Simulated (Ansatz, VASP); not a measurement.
# Si3GeO8 (amorphous 75SiO2-25GeO2 (mol %)) in two plane-wave programs

Aim: how closely do two programs agree when they are given the same cell, functional and k mesh? The cell is taken from a series of runs on this material, whose earlier steps may have relaxed, scaled, displaced or heated it; both programs get it as it stands.

Calculated with Ansatz 0.2.0; plane waves, with VASP 6.6.1 beside it; single point at PBE.

**1. Set-up**

The cell holds 96 atoms: 24 Si, 8 Ge and 64 O. Cell: a = 10.854 Å, b = 11.335 Å, c = 11.540 Å, α = 91.1°, β = 88.2°, γ = 90.0°. As first built, before any earlier steps moved the atoms (in the runner's words): 96 atoms (24 Si, 8 Ge, 64 O) placed at random at 2.58 g/cm^3, melted at 5000 K for 10 ps at fixed volume with the Morse and Coulomb pair potential with partial charges (Pedone, Malavasi, Menziani, Cormack and Segre, J. Phys. Chem. B 110, 11780 (2006)). Quenched from 5000 K to 300 K at 50 K/ps and fixed volume, held 5 ps, then minimised at fixed cell.

**2. VASP: single point, PBE**

With cell and atoms fixed, the geometry can't cause a difference; cores, projectors, grids and the points listed under the comparison can.

Lines of VASP's logs that name or quote its potential files are left out, and so is its time.

INCAR reads:

```
SYSTEM = Si3GeO8
PREC = Accurate
ENCUT = 520
EDIFF = 1E-05
NELM = 100
ISMEAR = -1
SIGMA = 0.025
LREAL = Auto
ALGO = Fast
GGA = PE
NBANDS = 363
LORBIT = 11
LWAVE = .FALSE.
LCHARG = .FALSE.
ISIF = 2
```

POSCAR reads:

```
Si3GeO8
1.0
   10.8522900000      0.0030000000      0.1750700000
    0.0030000000     11.3340800000     -0.1113600000
    0.1750700000     -0.1113600000     11.5385900000
Si Ge O
24 8 64
Direct
    0.1185500000      0.8219800000      0.6039000000
    0.6366000000      0.4840900000      0.9532300000
    0.3341400000      0.2056500000      0.0511600000
    0.2779400000      0.6917500000      0.0008500000
    0.8753500000      0.6072600000      0.3250100000
    0.4517300000      0.9550500000      0.6068800000
    0.5779600000      0.2817000000      0.3767800000
    0.1055200000      0.1990600000      0.3679600000
    0.7154600000      0.8847500000      0.8989700000
    0.9737100000      0.0047000000      0.2058700000
    0.0378800000      0.7482400000      0.1558600000
    0.2724700000      0.4082200000      0.6813800000
    0.8565000000      0.3542800000      0.4244400000
    0.0506100000      0.1486000000      0.9895700000
    0.5249400000      0.4052700000      0.6204200000
    0.6614200000      0.6441400000      0.1799000000
    0.3292400000      0.3635200000      0.2573600000
    0.4531400000      0.8165200000      0.8241200000
    0.7353400000      0.9991900000      0.6602800000
    0.2595300000      0.1535000000      0.5825800000
    0.0671700000      0.0657500000      0.7284200000
    0.3247600000      0.8598500000      0.4093200000
    0.4395900000      0.3347700000      0.8555200000
    0.7163800000      0.9204400000      0.1568000000
    0.3800200000      0.6302700000      0.2390900000
    0.8779500000      0.3705300000      0.9376500000
    0.8991500000      0.6650200000      0.9279100000
    0.6451700000      0.6222000000      0.7173500000
    0.8594300000      0.2429700000      0.6709200000
    0.1414400000      0.6247300000      0.7716800000
[... 60 atom lines left out ...]
    0.9454400000      0.7496600000      0.0476300000
    0.1968900000      0.1663600000      0.0121100000
    0.3456700000      0.7940000000      0.9238700000
    0.5416900000      0.3154600000      0.5110200000
    0.2079900000      0.1091400000      0.7080400000
    0.6264700000      0.5107500000      0.6106100000
```

KPOINTS reads:

```
Automatic mesh
0
Gamma
1 1 1
0 0 0
```

The projector-augmented-wave data sets are Si, Ge_d and O (PBE family, release 64).

Run with:

```
$ export OMP_NUM_THREADS=5
$ mpirun -np 1 vasp_gam
```

Numbers of over 12 decimals in the logs are rounded to 6 here.

What it wrote:

```text
[banner, memory and clock lines left out]
running    1 mpi-ranks, on    1 nodes
[...]
Offloading initialized ...    1 GPUs detected
[...]
LDA part: xc-table for (Slater+PW92), standard interpolation
 POSCAR, INCAR and KPOINTS ok, starting setup
[...]
entering main loop
       N       E                     dE             d eps       ncg     rms          rms(c)
DAV:   1     0.149397567081E+05    0.14940E+05   -0.23640E+05  1022   0.271E+03
DAV:   2     0.216013549746E+04   -0.12780E+05   -0.11951E+05   886   0.860E+02
DAV:   3    -0.537406078550E+03   -0.26975E+04   -0.25723E+04   814   0.300E+02
DAV:   4    -0.804007919043E+03   -0.26660E+03   -0.26251E+03   849   0.112E+02
[...]
RMM:  15    -0.715993782945E+03   -0.92517E-04   -0.10757E-03  1111   0.555E-02    0.288E-02
RMM:  16    -0.715993796660E+03   -0.13715E-04   -0.17986E-04  1039   0.231E-02    0.207E-02
RMM:  17    -0.715993794582E+03    0.20778E-05   -0.43167E-05   925   0.121E-02
   1 F= -.71599379E+03 E0= -.71599379E+03  d E =-.566701E-12
```

From OUTCAR (step 2):

```text
  Total       -1.2006098     -1.0209667     -0.6758770      0.0986435     -0.1762792      0.1304857
  in kB       -1.3558125     -1.1529469     -0.7632475      0.1113951     -0.1990668      0.1473536
  external PRESSURE =      -1.0906690 kB  Pullay stress =       0.0000000 kB

 POSITION                                       TOTAL-FORCE (eV/Angst)
 -----------------------------------------------------------------------------------
[...]
8.47744      8.38645     10.38584         0.053686     -0.047144      0.013440
      0.40191      9.89266      2.48528        -0.003853      0.001025     -0.006815
      0.04834      7.31558      2.82846        -0.015172      0.005010     -0.000893
      4.29343      1.24833      1.64706         0.044708     -0.023351      0.080547
      7.95031      3.53992      4.22289        -0.001622      0.002161      0.011873
      5.89643      7.16910      3.08470        -0.090274      0.003034     -0.004004
      3.80243     11.01465      3.71465         0.063649      0.044603     -0.031350
      3.41331      4.06058      9.39158        -0.013734     -0.003398     -0.001174
     10.71327      3.09413      4.69252         0.000456     -0.000144      0.000806
      8.92601      8.06396      4.75729         0.012079      0.039083      0.073462
      8.07666     10.79644      0.26192        -0.000642     -0.003905      0.005201
      4.40225     10.15859      8.37395         0.000434     -0.002714     -0.001988
      8.10052      1.55570      7.77662         0.061380      0.062320      0.010097
[...]
-----------------------------------------------------------------------------------
    total drift:                               -0.008002      0.008141     -0.010154

  FREE ENERGIE OF THE ION-ELECTRON SYSTEM (eV)
  ---------------------------------------------------
  free  energy   TOTEN  =      -715.9937945824 eV

  energy  without entropy=     -715.9937945824  energy(sigma->0) =     -715.99379458

[... 3 further parts left out ...]
[key lines of the parts left out:]
E-fermi :   0.7001
```

The run ends at a pressure of -0.11 GPa, with forces up to 0.12 eV/Å.

**3. Ansatz: single point, PBE**

Ansatz runs on its default PAW (the set named soft_2) files.

The same cell, functional, mesh and smearing now go to Ansatz, which takes its cutoff from its data sets.

input.yaml reads:

```yaml
crystal:
  lattice:
    - [10.85229, 0.003, 0.17507]
    - [0.003, 11.33408, -0.11136]
    - [0.17507, -0.11136, 11.53859]
  atoms:
    - { symbol: Si, position: [0.11855, 0.82198, 0.6039] }
    - { symbol: Si, position: [0.6366, 0.48409, 0.95323] }
    - { symbol: Si, position: [0.33414, 0.20565, 0.05116] }
    - { symbol: Si, position: [0.27794, 0.69175, 0.00085] }
    - { symbol: Si, position: [0.87535, 0.60726, 0.32501] }
    - { symbol: Si, position: [0.45173, 0.95505, 0.60688] }
    - { symbol: Si, position: [0.57796, 0.2817, 0.37678] }
    - { symbol: Si, position: [0.10552, 0.19906, 0.36796] }
    - { symbol: Si, position: [0.71546, 0.88475, 0.89897] }
    - { symbol: Si, position: [0.97371, 0.0047, 0.20587] }
    - { symbol: Si, position: [0.03788, 0.74824, 0.15586] }
    - { symbol: Si, position: [0.27247, 0.40822, 0.68138] }
    - { symbol: Si, position: [0.8565, 0.35428, 0.42444] }
    - { symbol: Si, position: [0.05061, 0.1486, 0.98957] }
    - { symbol: Si, position: [0.52494, 0.40527, 0.62042] }
    - { symbol: Si, position: [0.66142, 0.64414, 0.1799] }
    - { symbol: Si, position: [0.32924, 0.36352, 0.25736] }
    - { symbol: Si, position: [0.45314, 0.81652, 0.82412] }
    - { symbol: Si, position: [0.73534, 0.99919, 0.66028] }
    - { symbol: Si, position: [0.25953, 0.1535, 0.58258] }
    - { symbol: Si, position: [0.06717, 0.06575, 0.72842] }
    - { symbol: Si, position: [0.32476, 0.85985, 0.40932] }
    - { symbol: Si, position: [0.43959, 0.33477, 0.85552] }
    - { symbol: Si, position: [0.71638, 0.92044, 0.1568] }
    - { symbol: Ge, position: [0.38002, 0.63027, 0.23909] }
    - { symbol: Ge, position: [0.87795, 0.37053, 0.93765] }
    - { symbol: Ge, position: [0.89915, 0.66502, 0.92791] }
    - { symbol: Ge, position: [0.64517, 0.6222, 0.71735] }
    - { symbol: Ge, position: [0.85943, 0.24297, 0.67092] }
    - { symbol: Ge, position: [0.14144, 0.62473, 0.77168] }
[... 60 atom lines left out ...]
    - { symbol: O, position: [0.94544, 0.74966, 0.04763] }
    - { symbol: O, position: [0.19689, 0.16636, 0.01211] }
    - { symbol: O, position: [0.34567, 0.794, 0.92387] }
    - { symbol: O, position: [0.54169, 0.31546, 0.51102] }
    - { symbol: O, position: [0.20799, 0.10914, 0.70804] }
    - { symbol: O, position: [0.62647, 0.51075, 0.61061] }
kpoints:
  mp_grid: { grid: [1, 1, 1] }
hamiltonian:
  xc: pbe
scf:
  occupations: { method: fermi_dirac, width: 0.025 }
output:
  forces: true
  stress: true
  populations: true
  dos:
    method: { smearing: { sigma: 0.08 } }
    de: 0.05
    projected: { site_lists: { Ge: [Ge], O: [O], Si: [Si] } }
  eigenvalues: true
  write_density: true
  write_potential: true
  volumetric_format: npy
```

Run with:

```
$ ansatz run input.yaml --threads 4 --pin off --max-ram 8192MiB --backend cpu --events-out ev --progress --plain --runs-dir out
```

What it wrote:

```text
Engine: ansatz 0.2.0, x86_64-unknown-linux-gnu
Pseudopotentials: kind: paw
Pseudopotential: Si, paw, valence charge 4, recommended cutoff 420 eV (normal), Si.paw.azcp
Pseudopotential: Ge, paw, valence charge 14, recommended cutoff 420 eV (normal), Ge.paw.azcp
Pseudopotential: O, paw, valence charge 6, recommended cutoff 420 eV (normal), O.paw.azcp
Functional definition: PBE
  parameter kappa = 0.804
  parameter beta = 0.066725
  exchange = pbe_x(kappa = kappa, mu = beta*pi^2/3)
  correlation = pbe_c(beta = beta)
Crystal: 96 atoms, lattice volume = 1418.773 Å³
Basis set: ecut = 420 eV, 27707 PW (Γ), exchange–correlation on 150×160×160 points (8 copies of the dense FFT grid, shifted against one another)
Bands: 392, of which v1, the nominal top of the filled ones, is band 296 counted from 1 (295 counted from 0)
Symmetry: 1 space group operations
Space group: P1 (ITA 1), of the structure as read, at distance tolerance 1.1e-4 Å
k-points: 1
Non-local potential: Si, projectors of the file, l = 0: 2, l = 1: 2, l = 2: 2
Non-local potential: Ge, projectors of the file, l = 0: 2, l = 1: 2, l = 2: 3, l = 3: 1
Non-local potential: O, projectors of the file, l = 0: 2, l = 1: 2, l = 2: 1
PAW form: soft (Blöchl's): semilocal exchange-correlation on the pseudo side does not see the compensation charge
PAW one-centre angular grid: Si, 110 points (default); XC on 64 Gauss nodes
PAW one-centre angular grid: Ge, 590 points (default); XC on 64 Gauss nodes
PAW one-centre angular grid: O, 110 points (default); XC on 64 Gauss nodes
Initial density: superposition of atomic densities (neutral atoms: chi_scale 0, normalization atom), corrected by the library's trained network
Initial wavefunctions: pseudopotential atomic-orbital guess
Functional: x = pbe(κ = 0.804, μ = 0.219515), c = pbe(β = 0.066725)
SCF iter   1: F=—  HF=-86008.250570 eV  |F-HF|=—  |Δ(HF+E_count)|=         —  Δρ=2.16e-3  dr2=9.78e-2  ethr=1.77e-3  ⟨swp⟩=5.0  Hψ=1664  notcnv=0  defer=85
preconditioner: auto → Resta (q_TF=auto, 2.358 Å⁻¹)  ε∞=2.8  [insulator: Δε(μ)=4.132 eV  Ē_g=18.059 eV  σ=0.025 eV  W_gap=1.00  n_scr=312 (ndim 8)  ℏωp=24.0 eV  f_vac=0.236  D(μ)=0.00/eV (n_scr^D=0)  ε∞_Penn≈2.8]
SCF iter   2: F=—  HF=-86008.242826 eV  |F-HF|=—  |Δ(HF+E_count)|=   7.74e-3  Δρ=1.09e-3  dr2=2.09e-2  ethr=1.65e-5  ⟨swp⟩=2.0  Hψ=633  notcnv=0  defer=87
SCF iter   3: F=—  HF=-86008.241424 eV  |F-HF|=—  |Δ(HF+E_count)|=   1.40e-3  Δρ=4.97e-4  dr2=5.58e-3  ethr=3.53e-6  ⟨swp⟩=2.0  Hψ=504  notcnv=0  defer=87
SCF iter   4: F=—  HF=-86008.240403 eV  |F-HF|=—  |Δ(HF+E_count)|=   1.02e-3  Δρ=1.88e-4  dr2=5.80e-4  ethr=9.43e-7  ⟨swp⟩=2.0  Hψ=507  notcnv=0  defer=87
SCF iter   5: F=—  HF=-86008.240306 eV  |F-HF|=—  |Δ(HF+E_count)|=   9.70e-5  Δρ=1.09e-4  dr2=1.51e-4  ethr=9.80e-8  ⟨swp⟩=2.0  Hψ=514  notcnv=0  defer=87
SCF iter   6: F=—  HF=-86008.240296 eV  |F-HF|=—  |Δ(HF+E_count)|=   1.07e-5  Δρ=3.14e-5  dr2=1.28e-5  ethr=2.56e-8  ⟨swp⟩=2.0  Hψ=505  notcnv=0  defer=87
SCF iter   7: F=—  HF=-86008.238994 eV  |F-HF|=—  |Δ(HF+E_count)|=   1.30e-3  Δρ=1.52e-5  dr2=2.76e-6  ethr=2.16e-9  ⟨swp⟩=2.0  Hψ=648  notcnv=0  defer=87
SCF iter   8: F=—  HF=-86008.238994 eV  |F-HF|=—  |Δ(HF+E_count)|=   4.74e-7  Δρ=4.37e-6  dr2=2.83e-7  ethr=4.66e-10  ⟨swp⟩=2.0  Hψ=503  notcnv=0  defer=87
SCF iter   9: F=-86008.238994 eV  HF=-86008.238994 eV  |F-HF|=2.45e-8  |Δ(HF+E_count)|=   9.90e-8  Δρ=2.16e-6  dr2=5.87e-8  ethr=1.69e-11  ⟨swp⟩=18.0  Hψ=3247  notcnv=0
SCF 1 converged in 9 iterations: F = -86008.238994 eV  dr2 = 5.87e-8
  greatest PAW one-centre occupation: 0.999 electrons in one spin orbital (limit 2), on the Ge atom at site 26 (counted from 0), in its partial waves of l = 2
SCF converged after 9 iterations
Free energy (F): -86008.238994 eV
Harris-Foulkes:  -86008.238994 eV  (|F-HF|=2.45e-8)
Internal energy: -86008.238994 eV  (E = F + TS)
E sigma→0 (E₀):  -86008.238994 eV
Fermi energy:    3.680040 eV
--- Per-component energies (eV) ---
  E_band       = -4342.498027
  E_kinetic    = 13314.782003
  E_local      = -65267.330135  (includes V_loc(G=0)·N_el)
  E_nonlocal   = 7051.153043
  E_hartree    = 26618.447560
  E_xc         = -6660.533532
  E_vxc        = -7680.856388  (∫ρ·V_xc dr)
  E_paw        = -38688.614774  (= ΣΔE_a)
  E_vpaw       = -4997.293915  (= ΣTr[D̂ρ^β])
  E_aug_tail   = 0.164570  (compensation charges beyond the density's cutoff)
  E_ewald      = -22376.307730
  E_smearing   = -0.000000  (= −TS)
  E_closure    = 0.000000  (closes the sum)
  Σ components = -86008.238994   (vs F -86008.238994, Δ=0.00e0)
--- Forces (eV/Å), atoms counted from 1 ---
  atom   1  Si     0.00207955     0.00106338     0.00262764
  atom   2  Si    -0.00459296    -0.00493924     0.00433293
  atom   3  Si     0.00009941    -0.00107089     0.00087773
  atom   4  Si    -0.00014545    -0.00259853     0.00000881
  atom   5  Si    -0.00039443    -0.00070063     0.00188063
[...]
atom  52  O     -0.00006133     0.00013547    -0.00412439
  atom  53  O      0.00132336    -0.00177148    -0.00033263
  atom  54  O      0.00047734     0.00057318     0.00030979
  atom  55  O      0.00085748    -0.00075040    -0.00075676
  atom  56  O      0.00194959    -0.00157144    -0.00004312
  atom  57  O      0.00040022     0.00023673    -0.00024062
  atom  58  O     -0.00396408     0.00164428    -0.00236928
  atom  59  O      0.00047955    -0.00088703    -0.00093407
  atom  60  O     -0.00068226     0.00092331    -0.00015646
  atom  61  O      0.00048352     0.00112953    -0.00166483
  atom  62  O     -0.00014082    -0.00142259     0.00267050
  atom  63  O     -0.00139179     0.00002786    -0.00005958
  atom  64  O      0.00001174    -0.00072134    -0.00048239
  atom  65  O     -0.00107651    -0.00041074     0.00146207
  atom  66  O      0.00103205    -0.00087782    -0.00040132
  atom  67  O     -0.00218650     0.00056612     0.00174607
  atom  68  O     -0.00135902    -0.00199360     0.00126815
  atom  69  O      0.00002266     0.00356133    -0.00096886
  atom  70  O      0.00067221     0.00019093    -0.00151414
[...]
atom  89  O      0.00096820    -0.00284609    -0.00083828
  atom  90  O     -0.00014373    -0.00251057     0.00048195
  atom  91  O     -0.00106420     0.00018015     0.00040901
  atom  92  O      0.00123744     0.00023343     0.00154362
  atom  93  O     -0.00011063    -0.00026954     0.00046594
  atom  94  O     -0.00037223     0.00127452     0.00141407
  atom  95  O     -0.00050262     0.00011203    -0.00019720
  atom  96  O      0.00110198     0.00157794     0.00087671
  max |Σ_I F_I| component: 5.82e-5 eV/Å
--- Stress (GPa, compression-positive) ---
       -0.032234       0.001197       0.007059
        0.001197      -0.010244      -0.009536
        0.007059      -0.009536       0.006675
  P = ⅓ Tr σ = -0.0119 GPa (-0.119 kbar)
--- Band table (eV) ---
  k-point 0: bands = [... 292 lower, 1.4986, 1.5451, 1.5865, 1.6086, 5.7411, 6.5293, 6.6721, 6.8845, ... 92 higher]
--- Löwdin populations: 96 sites ---
  site symbol       q [e]
     0     Si      2.2339
     1     Si      2.2509
     2     Si      2.2108
     3     Si      2.2281
     4     Si      2.2145
     5     Si      2.2188
     6     Si      2.2150
     7     Si      2.2004
     8     Si      2.2257
     9     Si      2.1990
    10     Si      2.2200
    11     Si      2.2384
    12     Si      2.2113
    13     Si      2.2034
    14     Si      2.2489
    15     Si      2.2229
    16     Si      2.2334
    17     Si      2.2248
    18     Si      2.2343
    19     Si      2.2311
    20     Si      2.2260
    21     Si      2.2269
    22     Si      2.2302
    23     Si      2.2154
[...]
88      O      6.7377
    89      O      6.7944
    90      O      6.7695
    91      O      6.7866
    92      O      6.7800
    93      O      6.7801
    94      O      6.7846
    95      O      6.7413
  spilling = 0.010810 (of n_electrons = 592.000000)
```

The column dr2 measures how far the density is from self-consistency, as an energy; F and HF (Harris–Foulkes) agree once it is small.

**4. Differences**

Known differences besides the potentials themselves: the cutoff is 420 eV in Ansatz and 520 eV in VASP (PREC = Accurate, projectors in real space); VASP leaves aspherical gradient terms in its spheres out (LASPH is not set), Ansatz keeps them. Total energies have different zeros and are not compared.

The two programs side by side:

| quantity | Ansatz | VASP | difference |
| --- | --- | --- | --- |
| pressure (GPa) | -0.01 | -0.11 | +0.10 |
| gap on the k mesh (eV) | 4.133 | 4.101 | +0.031 |

Forces on 7 of the 96 atoms, those with the largest forces and the largest differences (eV/Å; atoms numbered as in POSCAR):

| atom | Ansatz x, y, z | VASP x, y, z |
| --- | --- | --- |
| O35 | 0.000, 0.001, 0.001 | -0.066, 0.063, 0.005 |
| O39 | 0.001, 0.001, 0.000 | 0.045, -0.023, 0.081 |
| O55 | 0.001, -0.001, -0.001 | -0.093, 0.005, -0.012 |
| O67 | -0.002, 0.001, 0.002 | -0.077, 0.076, 0.047 |
| O70 | 0.001, 0.000, -0.002 | 0.015, -0.077, 0.085 |
| O81 | 0.001, -0.001, -0.001 | 0.042, -0.062, -0.059 |
| O91 | -0.001, 0.000, 0.000 | -0.037, -0.053, -0.083 |

The forces differ by 29 meV/Å r.m.s., where the r.m.s. force is 0.002 eV/Å in Ansatz and 0.030 eV/Å in VASP: the cell lies near the minimum of Ansatz, so a percentage would say little (all taken over all components). A gap on the mesh is an upper bound, since the band edges may lie between its points.

**5. What the set-up changes**

Further runs change the set-up of one program: Ansatz's method, potentials or start, or VASP's data sets, cutoff or form of LDA. The table gives Ansatz less VASP for each quantity, since a change that brings one quantity closer may part another.

| run | r.m.s. force difference (meV/Å) | pressure (GPa) | gap on the k mesh (eV) |
| --- | --- | --- | --- |
| as above | 29 | 0.097 | 0.031 |
| VASP with the data sets Si_GW, Ge_d_GW and O_GW and a cutoff of 670 eV | 35 | -0.085 | 0.031 |
| VASP with the data sets Si, Ge_h and O_h and a cutoff of 1230 eV | 26 | 0.023 | 0.011 |

**6. What came out**

| Quantity | Value |
| --- | --- |
| r.m.s. force difference (single point, PBE) | 29 meV/Å |

**Reading.** The r.m.s. force difference is 29 meV/Å (single point, PBE), beyond the 12 meV/Å picked in this series as the mark of a large difference. Single point, PBE, VASP with the data sets Si_GW, Ge_d_GW and O_GW and a cutoff of 670 eV: the difference in pressure goes from 0.097 to -0.085 GPa. Single point, PBE, VASP with the data sets Si, Ge_h and O_h and a cutoff of 1230 eV: the difference in pressure goes from 0.097 to 0.023 GPa; the difference in gap on the k mesh goes from 0.031 to 0.011 eV. Such differences can come from data sets, numerical settings and the points named under the comparisons, not from the functional's error against experiment.

[Lines on the potential files, build, host, timing and source positions are cut from VASP's logs without a mark.]

[Logs are printed without paths, hosts, clocks, repeated set-up lines and the standing remarks that a program may print on its own settings, such as how far it seeks lower states.]

[Hosts, paths, dates, database ids (printed as entryN), source tags and the programs' standing remarks are cut or masked in the printed files.]
